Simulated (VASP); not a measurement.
Consider the following.

```xyz
3
Lattice="3.3288 0.0000 0.0000 -1.6644 2.8828 0.0000 0.0000 0.0000 22.0277" Properties=species:S:1:pos:R:3 pbc="T T T"
Ta     0.0000     0.0000    11.0139
S      0.0000     1.9219    12.5478
S      1.6644     0.9609     9.4799
```

Level of theory: PBEsol GGA, VASP's PBE PAW potentials (set 64) (plane waves; VASP). Settings: 400 eV cut-off, Gaussian smearing of 0.050 eV, potentials Ta_pv S.

The cell holds a wide vacuum, so values per volume refer to the whole cell.

Give the energies of bands 6 to 14 at the high-symmetry points, in eV from the Fermi level.

```
band      Γ      M      K
----  -----  -----  -----
6     -6.34  -6.86  -5.50
7     -3.80  -4.88  -5.33
8     -3.80  -4.39  -5.33
9     -2.65  -3.85  -3.62
10    -0.61  -2.81  -3.62
11    -0.61  -1.86  -3.46
12     0.15  -1.16   1.50
13     0.15   2.63   1.67
14     0.35   3.21   1.67
```

It has no gap at this level: it comes out as a metal or semimetal.

The cell is a sheet with vacuum, built from a generated structure.
